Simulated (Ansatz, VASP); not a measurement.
# W10O (W(100)-(2x1)-O, hollow site): VASP beside Ansatz, part 3 of 3

One calculation is typed for both programs; each brings its own data sets. How far apart do they land? Of the first pair: The structure shown is the start of the Ansatz relaxation below; VASP solves that cell, so the two are compared at the walk's first step.

VASP 6.6.1 and Ansatz 0.2.0.

So far. Step 8 (Side by side): The forces differ by 103 meV/Å r.m.s., which is 19.2 % of the r.m.s. force of 0.535 eV/Å (both taken over all components). With vacuum in the cell, a pressure given here is an average over mostly empty space and none of the material.

## Step 9: VASP: single point, PBE, pair 3

Level of this step: PBE, no spin polarisation; plane waves and PAW (W, O) (VASP).

A single point gives forces, pressure and levels at one fixed geometry, so differences don't come from the geometry; what else differs is listed under the comparison.

File INCAR:

```
SYSTEM = W10O
PREC = Accurate
ENCUT = 520
EDIFF = 1E-06
NELM = 120
ISMEAR = -1
SIGMA = 0.05
LREAL = .FALSE.
ALGO = Normal
GGA = PE
NBANDS = 44
LASPH = .TRUE.
LORBIT = 11
LWAVE = .FALSE.
LCHARG = .FALSE.
ISIF = 2
LDIPOL = .TRUE.
IDIPOL = 3
DIPOL = 0.5 0.5 0.502
LVHAR = .TRUE.
GGA_COMPAT = .FALSE.
NELMDL = -8
KPAR = 2
```

File POSCAR:

```
W10O
1.0
    6.3200000000      0.0000000000      0.0000000000
    0.0000000000      3.1600000000      0.0000000000
    0.0000000000      0.0000000000     23.9630676481
W O
10 1
Direct
    0.0000000000      0.0000000000      0.3547125153
    0.5000000000      0.0000000000      0.3547125153
    0.2500000000      0.5000000000      0.4206473123
    0.7500000000      0.5000000000      0.4206473123
    0.0023645378      0.0000000000      0.4876479440
    0.4976354622      0.0000000000      0.4876479440
    0.2500000000      0.5000000000      0.5538737729
    0.7500000000      0.5000000000      0.5539385637
    0.9711632572      0.0000000000      0.6194098296
    0.5288367428      0.0000000000      0.6194098296
    0.2500000000      0.5000000000      0.6415944699
```

File KPOINTS:

```
Automatic mesh
0
Gamma
10 20 1
0 0 0
```

PAW data sets: W and O (PBE family, release 64).

On the command line:

```bash
$ mpirun -np 2 vasp_std
```

Numbers of over 12 decimals in the logs are rounded to 6 here.

The log of the run:

```text
[... set-up lines as in an earlier step ...]
 entering main loop
       N       E                     dE             d eps       ncg     rms          rms(c)
DAV:   1     0.379017231482E+03    0.37902E+03   -0.24550E+04  5808   0.118E+03
DAV:   2    -0.787409978171E+02   -0.45776E+03   -0.42948E+03  8136   0.266E+02
DAV:   3    -0.135254445121E+03   -0.56513E+02   -0.54473E+02  7176   0.907E+01
DAV:   4    -0.139371452070E+03   -0.41170E+01   -0.40084E+01  9464   0.211E+01
[...]
DAV:  31    -0.128121810995E+03   -0.39561E-05   -0.67704E-07  3984   0.421E-03    0.611E-03
DAV:  32    -0.128121814765E+03   -0.37701E-05   -0.56851E-07  4384   0.305E-03    0.184E-03
DAV:  33    -0.128121815668E+03   -0.90344E-06   -0.20827E-07  3736   0.198E-03
   1 F= -.12812182E+03 E0= -.12808312E+03  d E =-.773919E-01
```

OUTCAR, selected parts (step 9):

```text
  Total      -16.8889145    -15.2427682     -7.5960147      0.0000000      0.0000000      0.0000000
  in kB      -56.5412941    -51.0302684    -25.4302017      0.0000000      0.0000000      0.0000000
  external PRESSURE =     -44.3339214 kB  Pullay stress =       0.0000000 kB

 POSITION                                       TOTAL-FORCE (eV/Angst)
 -----------------------------------------------------------------------------------
      0.00000      0.00000      8.50000        -0.113608      0.000000      1.659212
      3.16000      0.00000      8.50000         0.113608      0.000000      1.659212
      1.58000      1.58000     10.08000         0.000000      0.000000     -1.247438
      4.74000      1.58000     10.08000         0.000000      0.000000     -1.665950
      0.01494      0.00000     11.68554         0.037497      0.000000      0.042280
      3.14506      0.00000     11.68554        -0.037497      0.000000      0.042280
      1.58000      1.58000     13.27251         0.000000      0.000000     -0.188457
      4.74000      1.58000     13.27407         0.000000      0.000000      0.213728
      6.13775      0.00000     14.84296        -0.202512      0.000000     -0.251529
      3.34225      0.00000     14.84296         0.202512      0.000000     -0.251529
      1.58000      1.58000     15.37457         0.000000      0.000000     -0.011808
 -----------------------------------------------------------------------------------
    total drift:                                0.000000      0.000000      0.000707

  FREE ENERGIE OF THE ION-ELECTRON SYSTEM (eV)
  ---------------------------------------------------
  free  energy   TOTEN  =      -128.1218156684 eV

  energy  without entropy=     -128.0444237638  energy(sigma->0) =     -128.08311972

[... 1 part as in an earlier step ...]

[... 2 further parts left out ...]
[key lines of the parts left out:]
E-fermi :   0.0416
```

## Step 10: Ansatz: single point, PBE, pair 3

The same cell, functional, mesh and smearing now go to Ansatz, which takes its cutoff from its data sets.

The cell is taken from a series of runs on this material, whose earlier steps may have relaxed, scaled, displaced or heated it; both programs get it as it stands.

File input.yaml:

```yaml
crystal:
  lattice:
    - [6.32, 0.0, 0.0]
    - [0.0, 3.16, 0.0]
    - [0.0, 0.0, 23.9630676481]
  atoms:
    - { symbol: W, position: [0.0, 0.0, 0.3547125153] }
    - { symbol: W, position: [0.5, 0.0, 0.3547125153] }
    - { symbol: W, position: [0.25, 0.5, 0.4206473123] }
    - { symbol: W, position: [0.75, 0.5, 0.4206473123] }
    - { symbol: W, position: [0.0023645378, 0.0, 0.487647944] }
    - { symbol: W, position: [0.4976354622, 0.0, 0.487647944] }
    - { symbol: W, position: [0.25, 0.5, 0.5538737729] }
    - { symbol: W, position: [0.75, 0.5, 0.5539385637] }
    - { symbol: W, position: [-0.0288367428, 0.0, 0.6194098296] }
    - { symbol: W, position: [0.5288367428, 0.0, 0.6194098296] }
    - { symbol: O, position: [0.25, 0.5, 0.6415944699] }
kpoints:
  mp_grid: { grid: [10, 20, 1] }
hamiltonian:
  xc: pbe
scf:
  occupations: { method: fermi_dirac, width: 0.05 }
  convergence: { dr2_threshold: 1.0e-09 }
  n_extra_bands: 23
efield:
  axis: 3
  dipole_correction: true
  ramp_position: 0.97
  ramp_width: 0.06
output:
  band_densities:
    - { e_range: [-0.1, 0] }
    - { e_range: [-0.5, 0] }
    - { e_range: [-1.0, 0] }
    - { e_range: [0, 0.1] }
    - { e_range: [0, 0.5] }
    - { e_range: [0, 1.0] }
    - { e_range: [-2.0, -1.8] }
    - { e_range: [-1.8, -1.6] }
    - { e_range: [-1.6, -1.4] }
    - { e_range: [-1.4, -1.2] }
    - { e_range: [-1.2, -1.0] }
    - { e_range: [-1.0, -0.8] }
    - { e_range: [-0.8, -0.6] }
    - { e_range: [-0.6, -0.4] }
    - { e_range: [-0.4, -0.2] }
    - { e_range: [-0.2, 0.0] }
    - { e_range: [0.0, 0.2] }
    - { e_range: [0.2, 0.4] }
    - { e_range: [0.4, 0.6] }
    - { e_range: [0.6, 0.8] }
    - { e_range: [0.8, 1.0] }
    - { e_range: [1.0, 1.2] }
    - { e_range: [1.2, 1.4] }
    - { e_range: [1.4, 1.6] }
    - { e_range: [1.6, 1.8] }
    - { e_range: [1.8, 2.0] }
  band_residual_tolerance: 0.0001
  dos: { projected: true, e_range: [-5, 4] }
  write_potential: true
  write_density: true
  volumetric_format: npy
```

On the command line:

```bash
$ ansatz run input.yaml --threads 4 --pin off --max-ram 6144MiB --backend cpu --events-out ev --progress --plain --runs-dir out
```

The log of the run:

```text
[...]
Crystal: 11 atoms, lattice volume = 478.571 Å³
Basis set: ecut = 420 eV, 9371 PW (Γ)
Bands: 96, of which v1, the nominal top of the filled ones, is band 73 counted from 1 (72 counted from 0)
Symmetry: 4 space group operations
[...]
k-points: 66 of 200
[...]
e_range: [1.2, 1.4]                           2.700000             3.4e-5           0
  e_range: [1.4, 1.6]                           2.670000             3.5e-5           0
  e_range: [1.6, 1.8]                           3.420000             2.8e-5           0
  e_range: [1.8, 2]                             2.880000             2.9e-5           0
[key lines of the parts left out:]
SCF converged after 12 iterations
Free energy (F): -104406.195886 eV
Fermi energy:    5.015704 eV
Dipole field:    D = 0.005901 V/Å  (p = 0.015607 e·Å, saw-weighted, corrected)
Work function:   Φ+ = 4.0798 eV   Φ− = 4.2212 eV
```

## Step 11: Comparison

What differs besides the data sets and the points named for the pairs above, as far as they apply: the data sets hold 146 valence electrons in Ansatz (on its default PAW (the set named soft_2) files) and 66 in VASP. Total energies have different zeros and are not compared.

The two programs side by side:

```csv
quantity,Ansatz,VASP,difference
"work function, lower of the two faces (eV)",4.08,4.10,-0.02
"work function, higher of the two faces (eV)",4.22,4.24,-0.02
```

With vacuum in the cell, a pressure given here is an average over mostly empty space and none of the material.

## Step 12: Summary of results

```
r.m.s. force difference (single point, PBE, start cell, pair 1)                 : 12 % of the r.m.s. force
r.m.s. force difference (single point, PBE, relaxed cell, pair 2)               : 19 % of the r.m.s. force
difference in work function, lower of the two faces (single point, PBE, pair 3) : -0.021 eV
```

**Reading.** The r.m.s. force difference is 19 % of the r.m.s. force (single point, PBE, relaxed cell, pair 2), beyond the 3 % picked in this series as the mark of a large difference. The data sets hold unlike numbers of valence electrons (146 in Ansatz and 66 in VASP), so part of the differences comes from the potentials. Single point, PBE, start cell, pair 1, VASP with the data sets W_sv and O: r.m.s. force difference goes from 78 to 24 meV/Å. What causes the difference of the single point, PBE, relaxed cell, pair 2 pair stays open here. How closely two codes agree says nothing of how well the functional describes the real material.

[Lines on the potential files, build, host, timing and source positions are cut from VASP's logs without a mark.]

[Logs are printed without paths, hosts, clocks, repeated set-up lines and the standing remarks that a program may print on its own settings, such as how far it seeks lower states.]

[Hosts, paths, dates, database ids (printed as entryN), source tags and the programs' standing remarks are cut or masked in the printed files.]
